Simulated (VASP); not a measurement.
All values below come from PBE GGA, VASP's PBE PAW potentials (set 64) (plane waves; VASP).

VASP ran on this input.

File POSCAR:
```
KI
1
    0.0000000000     3.5350000000     3.5350000000
    3.5350000000     0.0000000000     3.5350000000
    3.5350000000     3.5350000000     0.0000000000
K I
1 1
Direct
  0.0000000000   0.0000000000   0.0000000000
  0.5000000000   0.5000000000   0.5000000000
```

INCAR:
```
SYSTEM = KI
PREC = Accurate
ENCUT = 400
EDIFF = 1E-6
NELM = 100
ALGO = Normal
LREAL = .FALSE.
LASPH = .TRUE.
ISMEAR = 0
SIGMA = 0.05
GGA = PE
LMAXMIX = 4
LWAVE = .FALSE.
LCHARG = .FALSE.
ISIF = 2
KSPACING = 0.3
KGAMMA = .FALSE.
```

POTCAR, in this order: K_sv I (PBE.64 set). Program: vasp_std.

Task: What does the run give for the energy per atom (σ→0)?

Result: 
- energy per atom (σ→0): -2.778 eV/atom

OSZICAR:
```
...
DAV:   7    -0.555091717018E+01    0.42460E-02   -0.13389E-01   844   0.207E+00    0.805E-01
DAV:   8    -0.555620990430E+01   -0.52927E-02   -0.14659E-02   880   0.877E-01    0.106E-01
DAV:   9    -0.555667107500E+01   -0.46117E-03   -0.93446E-04   876   0.201E-01    0.702E-02
DAV:  10    -0.555688710986E+01   -0.21603E-03   -0.21671E-04   804   0.998E-02    0.213E-02
DAV:  11    -0.555690570466E+01   -0.18595E-04   -0.38630E-05   860   0.376E-02    0.121E-02
DAV:  12    -0.555690690253E+01   -0.11979E-05   -0.44263E-06   836   0.174E-02    0.115E-02
DAV:  13    -0.555690731018E+01   -0.40765E-06   -0.10634E-06   628   0.695E-03
   1 F= -.55569073E+01 E0= -.55569073E+01  d E =-.186794E-10
```

The compound is KI in the rock salt structure. The cell was not relaxed at this level. The run is one of a series of settings (KGAMMA = .FALSE., KSPACING = 0.3, KPOINTS file removed against the base run), some of them coarse on purpose.
